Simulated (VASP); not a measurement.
# ZrSnSe in VASP: further runs

One sheet, ZrSnSe, is run at these levels: LDA; tasks: band structure.

Program: VASP 6.6.1. These are calculated values, not measurements. Logs are shortened: lines on timing, memory, paths and dates and some standing lists are left out, and cuts for length are marked.

## Step 1: The sheet as given

The cell holds a sheet with vacuum, 3 atoms: a = 3.345 Å, b = 3.345 Å, c = 30.688 Å, α = 90.00°, β = 90.00°, γ = 90.00°.

The cell was built by a generator and needn't be a form met in nature.

## Step 2: Band structure, LDA

Contents of INCAR:

```
PREC     = Accurate       # precision mode
ENCUT    = 520            # plane-wave cutoff, eV
EDIFF    = 1E-7           # SCF threshold, eV
ISMEAR   = -1             # smearing method
SIGMA    = 0.05           # smearing width, eV
LREAL    = F              # projectors in reciprocal space
LASPH    = T              # aspherical terms in the spheres
NELM     = 100            # most SCF steps
ALGO     = Normal         # electronic algorithm
ISIF     = 2              # what is computed and relaxed
LWAVE    = F              # write WAVECAR
LCHARG   = F              # write CHGCAR
LMAXMIX  = 4              # l up to which the mixer works
LDIPOL   = T            
IDIPOL   = 3            
DIPOL    = 0.5 0.5 0.292
```

Contents of KPOINTS:

```
Automatic mesh
0
Gamma
  6 6 1
```

Contents of POSCAR:

```
ZrSnSe
1.0
    3.3454200000      0.0000000000      0.0000000000
    0.0000000000      3.3454200000      0.0000000000
    0.0000000000      0.0000000000     30.6878500000
Zr Sn Se
1 1 1
Direct
    0.0000000000      0.0000000000      0.2806700000
    0.5000000000      0.5000000000      0.3578400000
    0.5000000000      0.5000000000      0.2376000000
```

Contents of KPOINTS_OPT:

```
path GXMGZRAZ,XR,MA
20
line-mode
reciprocal
 0.0000000000  0.0000000000  0.0000000000  G
 0.0000000000  0.5000000000  0.0000000000  X

 0.0000000000  0.5000000000  0.0000000000  X
 0.5000000000  0.5000000000  0.0000000000  M

 0.5000000000  0.5000000000  0.0000000000  M
 0.0000000000  0.0000000000  0.0000000000  G

 0.0000000000  0.0000000000  0.0000000000  G
 0.0000000000  0.0000000000  0.5000000000  Z

 0.0000000000  0.0000000000  0.5000000000  Z
 0.0000000000  0.5000000000  0.5000000000  R

 0.0000000000  0.5000000000  0.5000000000  R
 0.5000000000  0.5000000000  0.5000000000  A

 0.5000000000  0.5000000000  0.5000000000  A
 0.0000000000  0.0000000000  0.5000000000  Z

 0.0000000000  0.5000000000  0.0000000000  X
 0.0000000000  0.5000000000  0.5000000000  R

 0.5000000000  0.5000000000  0.0000000000  M
 0.5000000000  0.5000000000  0.5000000000  A
```

Potentials or basis: VASP PAW LDA potentials, release 64 (Zr_sv, Sn_d, Se).

Started as:

```bash
cat potpaw_LDA.64/Zr_sv/POTCAR potpaw_LDA.64/Sn_d/POTCAR potpaw_LDA.64/Se/POTCAR > POTCAR
mpirun -np 1 vasp_std > vasp.out
```

OUTCAR:

```text
PREC = Accurate
   ENCUT = 520
   EDIFF = 1E-7
   ISMEAR = -1
   LREAL = F
   LASPH = T
   NELM = 100
   ISIF = 2

 ion  position               nearest neighbor table
   1  0.000  0.000  0.281-   3 2.71   3 2.71   3 2.71   3 2.71   2 3.35   2 3.35   2 3.35   2 3.35

   2  0.500  0.500  0.358-   1 3.35   1 3.35   1 3.35   1 3.35
   3  0.500  0.500  0.238-   1 2.71   1 2.71   1 2.71   1 2.71

  LATTYP: Found a simple tetragonal cell.
 ALAT       =     3.3454200000
 C/A-ratio  =     9.1730933635

  Lattice vectors:

 A1 = (   3.3454200000,   0.0000000000,   0.0000000000)
 A2 = (   0.0000000000,   3.3454200000,   0.0000000000)
 A3 = (   0.0000000000,   0.0000000000,  30.6878500000)

Analysis of symmetry for initial positions (statically):
=====================================================================
 Subroutine PRICEL returns:
 Original cell was already a primitive cell.

 Routine SETGRP: Setting up the symmetry group for a
 simple tetragonal supercell.

 Subroutine GETGRP returns: Found  8 space group operations
 (whereof  8 operations were pure point group operations)
 out of a pool of 16 trial point group operations.

The static configuration has the point symmetry C_4v.

Analysis of symmetry for dynamics (positions and initial velocities):
=====================================================================
 Subroutine PRICEL returns:
 Original cell was already a primitive cell.

 Routine SETGRP: Setting up the symmetry group for a
 simple tetragonal supercell.

 Subroutine GETGRP returns: Found  8 space group operations
 (whereof  8 operations were pure point group operations)
 out of a pool of 16 trial point group operations.

The dynamic configuration has the point symmetry C_4v.

 Subroutine INISYM returns: Found  8 space group operations
 (whereof  8 operations are pure point group operations),
 and found     1 'primitive' translations

----------------------------------------------------------------------------------------

                                     Primitive cell

  volume of cell :     343.4534

  direct lattice vectors                    reciprocal lattice vectors
     3.345420000  0.000000000  0.000000000     0.298916130  0.000000000  0.000000000
     0.000000000  3.345420000  0.000000000     0.000000000  0.298916130  0.000000000
     0.000000000  0.000000000 30.687850000     0.000000000  0.000000000  0.032586186
[... 75 lines left out ...]
   IBRION =     -1    ionic relax: 0-MD 1-quasi-New 2-CG
   NFREE  =      0    steps in history (QN), initial steepest desc. (CG)
   ISIF   =      2    stress and relaxation
   ISYM   =      2    0-nonsym 1-usesym 2-fastsym
   POTIM  = 0.5000    time-step for ionic-motion
   TEBEG  =    0.0;   TEEND  =   0.0 temperature during run
   PSTRESS=    0.0 pullay stress
   NELECT =      32.0000    total number of electrons
   NUPDOWN=      -1.0000    fix difference up-down
   EMIN   =  10.00;   EMAX   =-10.00  energy-range for DOS
   EFERMI =   0.00;   METHOD = LEGACY
   ISMEAR =    -1;   SIGMA  =   0.05  broadening in eV -4-tet -1-fermi 0-gaus
   EFERMI_NEDOS =   21; number of points for ismear=-14 and -15
   IALGO  =     38    algorithm
   IMIX   =      4    mixing-type and parameters
     AMIX     =   0.40;   BMIX     =  1.00
     AMIX_MAG =   1.60;   BMIX_MAG =  1.00
  volume/ion in A,a.u.               =     114.48       772.58
  Fermi-wavevector in a.u.,A,eV,Ry     =   0.742168  1.402494  7.494271  0.550813
  Thomas-Fermi vector in A             =   1.836982
   LORBIT       =      0    0 simple, 1 ext, 2 COOP (PROOUT), +10 PAW based schemes
   GGA     = CA    functional components
   LHFCALC =     F    Hartree Fock is set to
   AEXX    =    0.0000 exact exchange contribution
   IVDW    =     0    specifies the selected vdW correction
   LEPSILON=     F    determine dielectric tensor
   LRPA    =     F    only Hartree local field effects (RPA)
 non-spin polarized calculation
  energy-cutoff  :      520.00
  volume of cell :      343.45
 maximum number of plane-waves:      9304
 NGX is ok and might be reduce to    28
   NGX = 13   NGY = 13   NGZ =115

 dipolmoment           0.000000      0.000000     -0.060408 electrons x Angstroem

 number of electron      32.0000005 magnetization

 dipolmoment           0.000000      0.000000      0.025742 electrons x Angstroem

 Free energy of the ion-electron system (eV)
  ---------------------------------------------------
  ext. energy  EPLUGINS =         0.00000000
  ---------------------------------------------------
  free energy    TOTEN  =       -19.66202545 eV

  energy without entropy =      -19.63444362  energy(sigma->0) =      -19.64823453

 E-fermi :  -2.5580     XC(G=0):  -2.6912

 val. band max:       -2.5852063111   @ k =   0.5000   0.1667   0.0000
 cond. band min:      -2.5329020558   @ k =   0.5000   0.1667   0.0000
 fundamental gap:      0.0523042554
 Fermi energy:        -2.5580346361

 k-point     1 :       0.0000    0.0000    0.0000
  band No.  band energies     occupation
      1     -51.5014      2.00000
      2     -29.8164      2.00000
      3     -29.4844      2.00000
      4     -29.4844      2.00000
      5     -23.4176      2.00000
      6     -23.2819      2.00000
[... 219 lines left out ...]
     19       0.4040      0.00000
     20       0.4040      0.00000

------------------------ aborting loop because EDIFF is reached ----------------------------------------

 vacuum level on the upper side and lower side of the slab       (xc-potential included)         0.197        -0.212

  FORCE on cell =-STRESS in cart. coord.  units (eV):
  Direction    XX          YY          ZZ          XY          YZ          ZX
  --------------------------------------------------------------------------------------
  -------------------------------------------------------------------------------------
  Total       -2.2868461     -2.2868461     -1.4393848      0.0000000     -0.0000000      0.0000000
  in kB      -10.6679203    -10.6679203     -6.7145935      0.0000000     -0.0000000      0.0000000
  external PRESSURE =      -9.3501447 kB  Pullay stress =       0.0000000 kB

 VOLUME and BASIS-vectors are now :
 -----------------------------------------------------------------------------
  energy-cutoff  :      520.00
  volume of cell :      343.45
      direct lattice vectors                 reciprocal lattice vectors
     3.345420000  0.000000000  0.000000000     0.298916130  0.000000000  0.000000000
     0.000000000  3.345420000  0.000000000     0.000000000  0.298916130  0.000000000
     0.000000000  0.000000000 30.687850000     0.000000000  0.000000000  0.032586186

 POSITION                                       TOTAL-FORCE (eV/Angst)
 -----------------------------------------------------------------------------------
      0.00000      0.00000      8.61316        -0.000000      0.000000     -0.339855
      1.67271      1.67271     10.98134         0.000000      0.000000     -0.262932
      1.67271      1.67271      7.29143         0.000000      0.000000      0.602788
 -----------------------------------------------------------------------------------
    total drift:                                0.000000      0.000000     -0.000201

  FREE ENERGIE OF THE ION-ELECTRON SYSTEM (eV)
  ---------------------------------------------------
  free  energy   TOTEN  =       -19.6620254518 eV

  energy  without entropy=      -19.6344436164  energy(sigma->0) =      -19.64823453

 vacuum level on the upper side and lower side of the slab         2.788         2.371
```

Wall time 12 min (1 thread of Intel Xeon Platinum 8488C (Sapphire Rapids), shared host); peak memory 0.4 GiB.

Results:

```
Free energy             : -19.6620 eV
Largest force           : 0.603 eV/Å
Band gap along the path : none (metal or under the smearing width)
```

Forces on the atoms (eV/Å):
```
Zr   0.000  0.000 -0.340
Sn   0.000  0.000 -0.263
Se   0.000  0.000  0.603
```

Levels at the corners of the path, in eV from the Fermi level:
```
point  band 13  band 14  band 15  band 16  band 17  band 18  band 19  band 20
    Γ    -1.56    -1.56    -1.54    -1.08     1.71     2.73     2.84     2.85
    X    -2.87    -2.49    -1.95    -0.54    -0.44     1.90     3.14     3.63
    X    -2.87    -2.49    -1.95    -0.54    -0.44     1.90     3.14     3.64
    M    -4.49    -2.60    -1.50    -1.50     0.71     2.45     2.96     2.96
    M    -4.49    -2.60    -1.50    -1.50     0.71     2.45     2.96     2.96
    Γ    -1.56    -1.56    -1.54    -1.08     1.71     2.73     2.84     2.84
    Γ    -1.56    -1.56    -1.54    -1.08     1.71     2.73     2.84     2.85
    Z    -1.56    -1.56    -1.54    -1.08     1.71     2.73     2.84     2.85
    Z    -1.56    -1.56    -1.54    -1.08     1.71     2.73     2.84     2.84
    R    -2.87    -2.49    -1.95    -0.54    -0.44     1.90     3.14     3.63
    R    -2.87    -2.49    -1.95    -0.54    -0.44     1.90     3.14     3.63
    A    -4.49    -2.60    -1.50    -1.50     0.71     2.45     2.96     2.96
    A    -4.49    -2.60    -1.50    -1.50     0.71     2.45     2.96     2.96
    Z    -1.56    -1.56    -1.54    -1.08     1.71     2.73     2.84     2.84
    X    -2.87    -2.49    -1.95    -0.54    -0.44     1.90     3.14     3.63
    R    -2.87    -2.49    -1.95    -0.54    -0.44     1.90     3.14     3.63
    M    -4.49    -2.60    -1.50    -1.50     0.71     2.45     2.96     2.96
    A    -4.49    -2.60    -1.50    -1.50     0.71     2.45     2.96     2.96
```

Caveat: spin-orbit coupling is left out, which moves the levels of the heavy elements.

## Step 3: Band structure, LDA, spin-orbit coupling, no magnetisation

INCAR: that of step 2 with these lines changed.

```diff
@@ -12,2 +12,6 @@
 LCHARG   = F              # write CHGCAR
+MAGMOM   = 0 0 0 0 0 0 0 0 0 # initial moments
+LORBIT   = 11             # projections on sites
+LSORBIT  = T              # spin-orbit coupling
+GGA_COMPAT= F            
 LMAXMIX  = 4              # l up to which the mixer works
@@ -16 +20,2 @@
 DIPOL    = 0.5 0.5 0.292
+GGA      = CA             # functional
```

KPOINTS is that of step 2.

POSCAR is that of step 2.

KPOINTS_OPT is that of step 2.

Potentials or basis: VASP PAW LDA potentials, release 64 (Zr_sv, Sn_d, Se).

Started as:

```bash
cat potpaw_LDA.64/Zr_sv/POTCAR potpaw_LDA.64/Sn_d/POTCAR potpaw_LDA.64/Se/POTCAR > POTCAR
mpirun -np 1 vasp_ncl > vasp.out
```

It took 60 min on 1 thread of Intel Xeon Platinum 8488C (Sapphire Rapids), shared host; peak memory 1.1 GiB.

It converged, with:

- Free energy: -19.8194 eV
- Largest force: 0.600 eV/Å
- Valence electrons inside the program's atomic spheres: Zr 9.78; Sn 12.17; Se 3.92

Forces in eV/Å, atoms in the order of the input:
```
Zr   0.000  0.000 -0.323
Sn   0.000  0.000 -0.276
Se   0.000  0.000  0.600
```

## Step 4: Band structure, LDA

POSCAR is that of step 3.

Contents of INCAR.step1:

```
PREC = Accurate
ENCUT = 250
EDIFF = 1E-7
ISMEAR = -1
SIGMA = 0.05
LREAL = False
LASPH = True
NELM = 100
ALGO = Normal
ISIF = 2
LWAVE = False
LCHARG = True
LMAXMIX = 4
LDIPOL = True
IDIPOL = 3
DIPOL = 0.5 0.5 0.292
MAXMIX = 5
```

Contents of KPOINTS.step1:

```
regular mesh
0
Gamma
  6 6 1
```

Contents of INCAR.step2:

```
PREC = Accurate
ENCUT = 250
EDIFF = 1E-7
ISMEAR = 0
SIGMA = 0.05
LREAL = False
LASPH = True
NELM = 100
ALGO = Normal
ISIF = 2
LWAVE = False
LCHARG = False
LMAXMIX = 4
LDIPOL = True
IDIPOL = 3
DIPOL = 0.5 0.5 0.292
MAXMIX = 5
ICHARG = 11
```

Contents of KPOINTS.step2:

```
path GXMGZRAZ,XR,MA
20
line-mode
reciprocal
 0.0000000000  0.0000000000  0.0000000000  G
 0.0000000000  0.5000000000  0.0000000000  X

 0.0000000000  0.5000000000  0.0000000000  X
 0.5000000000  0.5000000000  0.0000000000  M

 0.5000000000  0.5000000000  0.0000000000  M
 0.0000000000  0.0000000000  0.0000000000  G

 0.0000000000  0.0000000000  0.0000000000  G
 0.0000000000  0.0000000000  0.5000000000  Z

 0.0000000000  0.0000000000  0.5000000000  Z
 0.0000000000  0.5000000000  0.5000000000  R

 0.0000000000  0.5000000000  0.5000000000  R
 0.5000000000  0.5000000000  0.5000000000  A

 0.5000000000  0.5000000000  0.5000000000  A
 0.0000000000  0.0000000000  0.5000000000  Z

 0.0000000000  0.5000000000  0.0000000000  X
 0.0000000000  0.5000000000  0.5000000000  R

 0.5000000000  0.5000000000  0.0000000000  M
 0.5000000000  0.5000000000  0.5000000000  A
```

Started as:

```bash
cat potpaw_LDA.64/Zr_sv/POTCAR potpaw_LDA.64/Sn_d/POTCAR potpaw_LDA.64/Se/POTCAR > POTCAR
cp INCAR.step1 INCAR
cp KPOINTS.step1 KPOINTS
mpirun -np 1 vasp_std > vasp.out
cp INCAR.step2 INCAR
cp KPOINTS.step2 KPOINTS
mpirun -np 1 vasp_std > vasp.out
```

Wall time 3.5 min (1 thread of Intel Xeon Platinum 8488C (Sapphire Rapids), shared host); peak memory 0.55 GiB.

These settings aren't checked as converged: the numbers below hold their error.

Results:

```yaml
Band_gap_along_the_path: none (metal or under the smearing width)
```

Caveat: the cutoff is under 1.25 times the usual one of these potentials, so pressure, stress and relaxed cells hold a basis-set (Pulay) error; the log is that of the step along the path at fixed density, whose energy, stress, charges and moments have no meaning; spin-orbit coupling is left out, which moves the levels of the heavy elements.
